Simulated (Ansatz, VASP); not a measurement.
# AlO (Al2O2 3 layers, AB): VASP beside Ansatz

Wanted: the spread between two codes on one cell, functional and k mesh. The structure shown is the start of the Ansatz relaxation below; VASP solves that cell, so the two are compared at the walk's first step.

Calculated with Ansatz 0.2.0; plane waves, with VASP 6.6.1 beside it; single point at PBEsol with D3(BJ).

## Step 1: Starting point

The cell holds 12 atoms: 6 O and 6 Al. Cell: a = 2.964 Å, b = 2.964 Å, c = 59.827 Å, α = 90.0°, β = 90.0°, γ = 120.0°. Vacuum lies along c. The height across the vacuum is the one that the program set for its solve, not the one typed.

## Step 2: Ansatz: relaxation, PBEsol with D3(BJ)

Ansatz runs on its default PAW (the set named soft_2) files.

The two programs are compared at the cell with which this relaxation starts, whose forces are those of its first step.

input.yaml

```yaml
crystal:
  lattice:
    - [2.964, 0.0, 0.0]
    - [-1.482, 2.5668992968, 0.0]
    - [0.0, 0.0, 36.013427904]
  atoms:
    - { symbol: O, position: [0.3333333333, 0.6666666667, 0.2499067854] }
    - { symbol: Al, position: [0.0, 0.0, 0.2728307714] }
    - { symbol: Al, position: [0.0, 0.0, 0.3400279293] }
    - { symbol: O, position: [0.3333333333, 0.6666666667, 0.3629519153] }
    - { symbol: O, position: [0.6666666667, 0.3333333333, 0.4434774351] }
    - { symbol: Al, position: [0.3333333333, 0.6666666667, 0.4664014211] }
    - { symbol: Al, position: [0.3333333333, 0.6666666667, 0.5335985789] }
    - { symbol: O, position: [0.6666666667, 0.3333333333, 0.5565225649] }
    - { symbol: O, position: [0.3333333333, 0.6666666667, 0.6370480847] }
    - { symbol: Al, position: [0.0, 0.0, 0.6599720707] }
    - { symbol: Al, position: [0.0, 0.0, 0.7271692286] }
    - { symbol: O, position: [0.3333333333, 0.6666666667, 0.7500932146] }
  periodic: [true, true, false]
kpoints:
  mp_grid: { grid: [12, 12, 1] }
hamiltonian:
  xc: pbesol
  dispersion: d3bj
scf:
  occupations: { method: fermi_dirac, width: 0.05 }
  convergence: { dr2_threshold: 1.0e-09 }
relax:
  f_tol: 0.004
  max_steps: 90
  cell: {}
output:
  write_potential: true
  write_density: true
  volumetric_format: npy
```

Command:

```console
$ ansatz run input.yaml --threads 4 --pin off --max-ram 6144MiB --backend cpu --events-out ev --progress --plain --runs-dir out
```

Numbers of over 12 decimals in the logs are rounded to 6 here.

Log:

```text
Warning: crystal.periodic: the lattice vector that does not repeat stood 0.000° off the slab's normal, 36.013 Å along it as the deck builds it. The run solves the slab on a vector along the normal, 59.827 Å long, with every atom where it was (on the deck's vector they left 18.00 Å outside them, and the widest stretch free of ions among them is 2.90 Å). A fractional position that the run reports is one of the run's ce [...]
Warning: relax.cell: scf.convergence.dr2_threshold = 1e-9 eV is looser than the 1.52914523469e-10 eV advised for a relaxation that steers and ends on the stress (1e-10 eV for each atom of the cell: 12, times the square of relax.cell.stress_2d_tol = 0.05 N/m over 28.0 Å (the atoms' height at the walk's start and 5 Å past either face), 1.785e-2 GPa, over a crystal's default 0.05). What an SCF threshold leaves in a stress goes as its square root, and in the free energy as the threshold itself, and one threshold admits the most on a small cell: [figures from the program's tests cut] Set scf.convergence.dr2_threshold to 1.52914523469e-10 eV or tighter. [rest of the remark cut]
[...]
preconditioner: auto → Resta (q_TF=auto, 1.919 Å⁻¹)  ε∞=1.9  [insulator: Δε(μ)=0.969 eV  Ē_g=13.800 eV  σ=0.050 eV  W_gap=1.00  n_scr=36 (ndim 8)  ℏωp=12.9 eV  f_vac=0.664  D(μ)=0.00/eV (n_scr^D=0)  ε∞_Penn≈1.9  vacuum switching on, ρ_ref=1.4e-2 e/Å³]
SCF iter   2: F=—  HF=-6526.132452 eV  |F-HF|=—  |Δ(HF+E_count)|=   7.99e-5  Δρ=2.17e-6  dr2=8.54e-9  ethr=3.06e-11  ⟨swp⟩=5.8  Hψ=2681  notcnv=0
SCF iter   3: F=—  HF=-6526.132452 eV  |F-HF|=—  |Δ(HF+E_count)|=  9.95e-10  Δρ=1.17e-6  dr2=1.97e-9  ethr=1.58e-11  ⟨swp⟩=2.6  Hψ=1197  notcnv=0
SCF iter   4: F=-6526.132452 eV  HF=-6526.132452 eV  |F-HF|=8.66e-10  |Δ(HF+E_count)|=   1.46e-9  Δρ=5.38e-7  dr2=6.22e-10  ethr=1.85e-12  ⟨swp⟩=19.9  Hψ=6420  notcnv=0
SCF 10 converged in 4 iterations: F = -6526.132452 eV  dr2 = 6.22e-10
relax step  10: F+E_penalty+E_count = -6526.13245216 eV  Δ(F+E_penalty+E_count) = +3.947e-4 eV  max|allowed force component| = 8.116e-4 eV/Å  Δτ_max = 0.0000 Å  P = -0.006 N/m  Ω = 445.520 Å³  fix = [c, alpha, beta]  reactions: c -0.000 N/m  stress off target by 6.35e-3 N/m on what of the cell is left free  SCF on the basis re-selected at this cell (its energy is not comparable with the rows above)  (4 SCF iters)
basis re-selected at this cell: Δ(F+E_penalty+E_count) = +3.947e-4 eV, ΔP = -0.006 N/m vs the last step (what re-selecting the basis moved, of the pressure what is left beyond the Pulay correction that the steps carried, after the strain that the cell walked since its last selection, with what the two solves' SCF thresholds leave and, on support functions, any second-order correction that the steps lacked; it is no m [...]
WARN: The output density's exchange-correlation potential varies sharply where the density is thin. Do not read a vacuum level from v_tot or v_xc, or from such a field of the output density. On a cell that repeats whose density bears no net charge and no dipole along the vacuum's axis use v_es (v_loc + v_h of the components); under efield.dipole_correction with no amplitude use v_es + v_field, which holds any externa [...]
SCF converged after 4 iterations
Free energy (F): -6526.132452 eV
Harris-Foulkes:  -6526.132452 eV  (|F-HF|=8.66e-10)
Internal energy: -6526.132449 eV  (E = F + TS)
E sigma→0 (E₀):  -6526.132451 eV
Entropy (-TS):   -0.000003 eV (-0.000 meV/atom)
Fermi energy:    -4.315778 eV
--- Per-component energies (eV) ---
  E_band       = -731.499483
  E_kinetic    = 1211.682215
  E_local      = -303095.585910  (includes V_loc(G=0)·N_el)
  E_nonlocal   = 351.113959
  E_hartree    = 150892.141462
  E_xc         = -678.737230
  E_vxc        = -742.584747  (∫ρ·V_xc dr)
  E_paw        = -3646.639589  (= ΣΔE_a)
  E_vpaw       = -240.416618  (= ΣTr[D̂ρ^β])
  E_aug_tail   = 0.014997  (compensation charges beyond the density's cutoff)
  E_ewald      = 148441.381371
  E_disp       = -1.830286  (pairwise vdW)
  E_core_change = 0.326562  (= ΣΔE_core)
  E_smearing   = -0.000003  (= −TS)
  E_closure    = -0.000000  (closes the sum)
  Σ components = -6526.132452   (vs F -6526.132452, Δ=0.00e0)
--- Forces (eV/Å), atoms counted from 1 ---
  atom   1  O      0.00000000     0.00000000    -0.00071169
  atom   2  Al     0.00000000    -0.00000000     0.00081161
  atom   3  Al     0.00000000    -0.00000000    -0.00065718
  atom   4  O      0.00000000     0.00000000     0.00055401
  atom   5  O      0.00000000     0.00000000    -0.00055185
  atom   6  Al     0.00000000    -0.00000000     0.00079023
  atom   7  Al     0.00000000    -0.00000000    -0.00079023
  atom   8  O     -0.00000000     0.00000000     0.00055185
  atom   9  O      0.00000000     0.00000000    -0.00055401
  atom  10  Al     0.00000000    -0.00000000     0.00065718
  atom  11  Al     0.00000000    -0.00000000    -0.00081161
  atom  12  O      0.00000000     0.00000000     0.00071169
  max |Σ_I F_I| component: 7.77e-16 eV/Å
--- 2D stress c σ (N/m, compression-positive) ---
       -0.006351       0.000000       0.000000
        0.000000      -0.006351       0.000000
        0.000000       0.000000       0.000000
  P = ½ c Tr σ = -0.0064 N/m
--- Band table (eV; the first three rows and the last of 19) ---
  k-point 0: bands = ["-25.7965", "-25.7813", "-25.6397", "-25.6365", "-25.5305", "-25.4789", "-12.8972", "-12.7619", "-12.4739", "-11.0237", "-10.6094", "-10.0728", "-9.6475", "-9.6475", "-9.6465", "-9.6465", "-9.5647", "-9.5647", "-9.5647", "-9.5647", "-9.5085", "-9.5085", "-9.4888", "-9.4888", "-7.8351", "-7.4242", "-6.8697", "-3.3835", "-3.0896", "-2.5401", "-0.8693", "-0.7144", "-0.1971", "0.0410", "0.0933", "0.5940", "0.6008", "1.6751", "1.6779"]
  k-point 1: bands = ["-25.7365", "-25.7219", "-25.5826", "-25.5796", "-25.4752", "-25.4249", "-12.7899", "-12.6657", "-12.3948", "-10.9561", "-10.5836", "-10.1793", "-9.9890", "-9.9013", "-9.8967", "-9.8756", "-9.8033", "-9.7431", "-9.7010", "-9.6995", "-9.6148", "-9.6146", "-9.5554", "-9.5351", "-7.5967", "-7.2644", "-6.7766", "-3.0263", "-2.7663", "-2.2495", "-0.6563", "-0.5065", "0.0173", "0.2309", "0.3162", "0.7601", "0.7738", "1.8124", "1.8182"]
  k-point 2: bands = ["-25.5671", "-25.5545", "-25.4220", "-25.4195", "-25.3205", "-25.2736", "-12.4979", "-12.4220", "-12.2247", "-10.9263", "-10.8593", "-10.7799", "-10.7563", "-10.6430", "-10.5552", "-10.4991", "-10.0891", "-9.8427", "-9.8399", "-9.7479", "-9.7477", "-9.7021", "-9.6810", "-9.6590", "-7.1722", "-6.9601", "-6.5922", "-2.1918", "-2.0076", "-1.5801", "-0.1666", "-0.0335", "0.4858", "0.7342", "0.8523", "1.2073", "1.2402", "2.1444", "2.1536"]
  k-point 18: bands = ["-24.6283", "-24.6283", "-24.5522", "-24.5522", "-24.5017", "-24.4743", "-12.4925", "-12.4511", "-12.4054", "-12.4040", "-12.3136", "-12.2644", "-12.2236", "-12.2163", "-12.2157", "-12.1186", "-12.1040", "-12.0164", "-9.6947", "-9.6888", "-9.5773", "-9.2305", "-9.2264", "-9.1177", "-4.9389", "-4.9379", "-4.7799", "-3.6001", "-3.5985", "-3.4553", "-0.6893", "-0.6859", "-0.5095", "0.7263", "0.7276", "0.8832", "3.0269", "3.0676", "3.5378"]
  the weakly bound empty levels are not read free of the cell's end (no_gap_told)
--- Relaxed structure (8 steps of the walk, 8 accepted, 2 SCFs on fresh bases) ---
  F+E_penalty+E_count = -6526.13245216 eV   max|allowed force component| = 8.116e-4 eV/Å   (the final SCF, on the basis selected at the relaxed cell)
  cell:  # Å, volume = 445.5202 Å³
    - [2.932380, 0, 0.0]
    - [-1.466190, 2.539516, 0.0]
    - [0.0, 0.0, 59.826856]
  atoms:
    - { symbol: O, position: [0.333333, 0.666667, 0.159493] }
    - { symbol: Al, position: [-1.2335811382928905e-17, -3.0839528462168923e-17, 0.170666] }
    - { symbol: Al, position: [-1.233581138292889e-17, -3.0839528462168923e-17, 0.214143] }
    - { symbol: O, position: [0.333333, 0.666667, 0.225221] }
    - { symbol: O, position: [0.666667, 0.333333, 0.268241] }
    - { symbol: Al, position: [0.333333, 0.666667, 0.279269] }
    - { symbol: Al, position: [0.333333, 0.666667, 0.322692] }
    - { symbol: O, position: [0.666667, 0.333333, 0.333720] }
    - { symbol: O, position: [0.333333, 0.666667, 0.376740] }
    - { symbol: Al, position: [-1.2335811382928896e-17, -3.083952846216893e-17, 0.387818] }
    - { symbol: Al, position: [-1.2335811382928908e-17, -3.0839528462168923e-17, 0.431295] }
    - { symbol: O, position: [0.333333, 0.666667, 0.442467] }
```

Reading the cycles: dr2 is the Hartree energy of the density residual (eV), the measure of convergence; HF is the Harris–Foulkes estimate of the energy, which meets the free energy F at convergence.

(Part 1 of 2 ends here.)

[Lines on the potential files, build, host, timing and source positions are cut from VASP's logs without a mark.]

[Logs are printed without paths, hosts, clocks, repeated set-up lines and the standing remarks that a program may print on its own settings, such as how far it seeks lower states.]

[Hosts, paths, dates, database ids (printed as entryN), source tags and the programs' standing remarks are cut or masked in the printed files.]
